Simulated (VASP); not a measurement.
Input of a VASP 6.6.1 run:

File INCAR:

```
SYSTEM = LiCaF3
ALGO = Normal
EDIFF = 1E-6
ENCUT = 520
GGA = PE
ISIF = 2
ISMEAR = 0
LASPH = .TRUE.
LCHARG = .FALSE.
LREAL = .FALSE.
LWAVE = .FALSE.
NBANDS = 25
NELM = 100
PREC = Accurate
SIGMA = 0.01
```

KPOINTS

```
k-points
0
G
  5 5 5
  0 0 0
```

POSCAR

```
LiCaF3
1.0
    3.7612440000      0.0000000000      0.0000000000
    0.0000000000      3.7612440000      0.0000000000
    0.0000000000      0.0000000000      3.7612440000
Li Ca F
1 1 3
Direct
    0.5000000000      0.5000000000      0.5000000000
    0.0000000000      0.0000000000      0.0000000000
    0.0000000000      0.5000000000      0.5000000000
    0.5000000000      0.5000000000      0.0000000000
    0.5000000000      0.0000000000      0.5000000000
```

Potentials or basis: VASP PAW PBE potentials, release 64 (Li_sv, Ca_sv, F).

The run is started by

```sh
$ cat potpaw_PBE.64/Li_sv/POTCAR potpaw_PBE.64/Ca_sv/POTCAR potpaw_PBE.64/F/POTCAR > POTCAR
$ mpirun -np 1 vasp_std > vasp.out
```

Task: Predict the band gap on the k mesh.

Result: 6.56 eV, indirect (least direct gap 6.59 eV).

Caveat: an odd mesh through Γ misses points on the zone boundary, where band edges often lie.
